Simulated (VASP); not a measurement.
Wanted: the native input for a VASP 6.6.1 run.

| Item | Value |
| --- | --- |
| Task | single point |
| Functional | PBE |
| Dispersion | D3(BJ) |
| Potentials or basis | VASP PAW PBE potentials, release 64 (O, H, Zn, Cl) |
| Cutoff | 520 eV |
| k mesh | 1 × 1 × 1 |
| Occupations | fermi-dirac, width 0.02 eV |
| Spin | no spin polarisation |
| Dipole correction | no |
| Further INCAR settings | LREAL = Auto; ALGO = Normal; EDIFF = 1e-07; NBANDS = 42 |

The structure of ZnH8Cl2O4 lies in POSCAR:

```
ZnH8Cl2O4
1.0
    5.7082670000      0.0000000000      0.0000000000
    0.0000000000      5.7082670000      0.0000000000
    0.0000000000      0.0000000000      5.7082670000
O H Zn Cl
4 8 1 2
Direct
    0.1464717751     -0.0038715778      0.2922252936
    0.7586190345      0.6156509498      0.4414124287
   -0.0043095391      0.7977027003      0.8435134516
    0.4246647888      0.7087615208     -0.0198133689
    0.1828400809      0.1123983864      0.4256107852
    0.0079183402     -0.1085793639      0.3425908424
    0.6011456717      0.6285445302      0.4857866670
    0.7386304810      0.4611557238      0.3598289989
   -0.0976478500      0.7361428609      0.7143148700
    0.1468922179      0.7254040500      0.8292884688
    0.4340196420      0.8242957101      0.1050581551
    0.5400062751      0.5811045629     -0.0091446318
    1.0294542985      0.1241883044      0.9640929550
    0.6661741646      0.2024782653      0.0957908942
    0.2372699105      0.3264913852      0.6955000528
```

The cell was built by a generator and needn't be a form met in nature.

These files were run (other wordings do the same):

INCAR

```
  ALGO = Normal
  EDIFF = 1E-7
  ENCUT = 520
  GGA = PE
  ISIF = 2
  ISMEAR = -1
  IVDW = 12
  LASPH = T
  LCHARG = T
  LELF = T
  LREAL = Auto
  LVHAR = T
  LWAVE = F
  NBANDS = 42
  NELM = 60
  PREC = Accurate
  SIGMA = 0.02
```

KPOINTS

```
k-points
0
Gamma
  1 1 1
```

Potentials or basis: VASP PAW PBE potentials, release 64 (O, H, Zn, Cl).

Command:

```sh
$ cat potpaw_PBE.64/O/POTCAR potpaw_PBE.64/H/POTCAR potpaw_PBE.64/Zn/POTCAR potpaw_PBE.64/Cl/POTCAR > POTCAR
$ mpirun -np 1 vasp_gam > vasp.out
```

Results of the run:

The pressure is 0.1 GPa. The largest force is 2.524 eV/Å. The band gap on the k mesh is 4.03 eV, direct and the dispersion energy per atom is -0.066 eV.

Wall time 14 s on 1 thread of AMD EPYC 9R45 (Zen 5), on a shared host, peak memory 0.21 GiB.
